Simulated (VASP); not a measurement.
A run of VASP 6.6.1:

INCAR

```
PREC = Accurate
ENCUT = 600
EDIFF = 1E-6
ISMEAR = 1
SIGMA = 0.2
LREAL = False
LASPH = True
NELM = 100
ALGO = Fast
ISIF = 3
LWAVE = False
LCHARG = False
GGA = CA
IBRION = 2
NSW = 60
EDIFFG = -0.02
KPAR = 8
```

The input KPOINTS:

```
regular mesh
0
Gamma
  24 24 24
```

The input POSCAR:

```
Mo
1.0
   -1.5800000000      1.5800000000      1.5800000000
    1.5800000000     -1.5800000000      1.5800000000
    1.5800000000      1.5800000000     -1.5800000000
Mo
1
Direct
    0.0000000000      0.0000000000      0.0000000000
```

Potentials or basis: VASP PAW LDA potentials, release 64 (Mo_sv).

The run is started by

```console
$ cat potpaw_LDA.64/Mo_sv/POTCAR > POTCAR
$ mpirun -np 8 vasp_std > vasp.out
```

Hardware: 8 MPI ranks on Intel(R) Xeon(R) Platinum 8488C (Sapphire Rapids), on a shared host.

How long does it take, and how much memory?

Wall time 20 s on 8 MPI ranks on Intel(R) Xeon(R) Platinum 8488C (Sapphire Rapids), on a shared host, peak memory 0.22 GiB a rank. Counts: scf iterations 39, k points 413, ion steps 4.
